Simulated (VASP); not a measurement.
An input for Quantum ESPRESSO's pw.x (written as the equivalent of a VASP run, and not itself run):

```
&CONTROL
  calculation = 'scf'
  pseudo_dir = './pseudo'
  outdir = './out'
  tprnfor = .true.
  tstress = .true.
/
&SYSTEM
  ibrav = 0
  nat = 2
  ntyp = 2
  ecutwfc = 82
  occupations = 'smearing'
  smearing = 'gaussian'
  degauss = 0.003675
  input_dft = 'pbe'
/
&ELECTRONS
  conv_thr = 7.3e-08
  electron_maxstep = 100
/
ATOMIC_SPECIES
  Ag 107.868 Ag.upf
  Cl 35.450 Cl.upf
CELL_PARAMETERS angstrom
     0.0000000    2.8480410    2.7824160
     2.8455460    0.0000000    2.7824160
     2.8455460    2.8480410    0.0000000
ATOMIC_POSITIONS crystal
  Ag   0.0000000  0.0000000  0.0000000
  Cl   0.4941980  0.5058020  0.5058020
K_POINTS automatic
  7 7 7 0 0 0
```

### Question
Write the VASP files for the same calculation (PBE).

### Answer
Several could match; the one computed here: 
### INCAR
```
SYSTEM = AgCl
PREC = Accurate
ENCUT = 400
EDIFF = 1E-6
NELM = 100
ALGO = Normal
LREAL = .FALSE.
LASPH = .TRUE.
ISMEAR = 0
SIGMA = 0.05
GGA = PE
LMAXMIX = 4
LWAVE = .FALSE.
LCHARG = .FALSE.
ISIF = 2
NBANDS = 17
```

### POSCAR
```
AgCl
1.0
  0.0000000000   2.8480410000   2.7824160000
  2.8455460000   0.0000000000   2.7824160000
  2.8455460000   2.8480410000   0.0000000000
Ag Cl
1 1
Cartesian
  0.0000000000   0.0000000000   0.0000000000
  2.8785657158   2.8480410000   2.7824160000
```

File KPOINTS:
```
Automatic mesh
0
Gamma
7 7 7
0 0 0
```

POTCAR, in this order: Ag Cl (PBE.64 set). Program: vasp_std.

Limits of the translation: the potentials are each code's own (VASP's PAW set, PseudoDojo norm-conserving files in pw.x), so ENCUT and ecutwfc are chosen apart and not converted; conv_thr bounds pw.x's estimated SCF error, while EDIFF bounds the energy change between steps; the number of bands isn't carried over, since the valence differs with the files.

The compound is AgCl in the rock salt structure. The cell was not relaxed at this level, atoms are displaced from their ideal sites. The run is one of a series of settings (NBANDS = 17 against the base run), some of them coarse on purpose.
